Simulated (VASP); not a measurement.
Energy against volume of LiF (rock salt). Method: MS2 meta-GGA, VASP's PBE PAW potentials (set 64) (plane waves; VASP 6.6.1).

```tsv
V (Å³/atom)	E (eV/atom)
7.353	-6.52796
7.588	-6.53445
7.823	-6.53722
8.057	-6.53645
8.292	-6.53315
```

Question: Fit a third-order Birch-Murnaghan equation of state.

Answer: 
```
Quantity                                         Value
---------------------------------------  -------------
volume per atom                          7.89 Å^3/atom
bulk modulus                                  71.2 GPa
pressure derivative of the bulk modulus           5.01
lattice constant a                             3.982 Å
```

The compound is LiF in the rock salt structure. It was relaxed first.
